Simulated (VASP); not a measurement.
Here is the system:

```xyz
2
Lattice="2.8064 0.0000 0.0000 0.0000 2.8064 0.0000 0.0000 0.0000 2.8064" Properties=species:S:1:pos:R:3 pbc="T T T"
Cr     0.0000     0.0000     0.0000
Cr     1.4032     1.4032     1.4032
```
Starting moments (μB, in the order of the record's atoms Cr Cr): 1.1 -1.1.

Level of theory: PBE GGA, VASP's PBE PAW potentials (set 64) (plane waves; VASP 6.6.1). Run with 520 eV cut-off, 13×13×13 Γ-centred mesh, first-order Methfessel-Paxton smearing of 0.10 eV, potentials Cr_pv.

The job: Cr (bcc, AFM order), 2 atoms, PBE, static run, 520 eV, 13×13×13 Γ-centred mesh. Roughly how much core time does it take on a busy server core?

About 2 core-minutes (one run on a shared machine, a rough figure). It had 84 irreducible k-points, 16 bands, up to 619 plane waves and 21 electronic steps.

The compound is Cr in the bcc, AFM order structure. This cell is one point of a volume scan, at 0.94 of the reference volume.
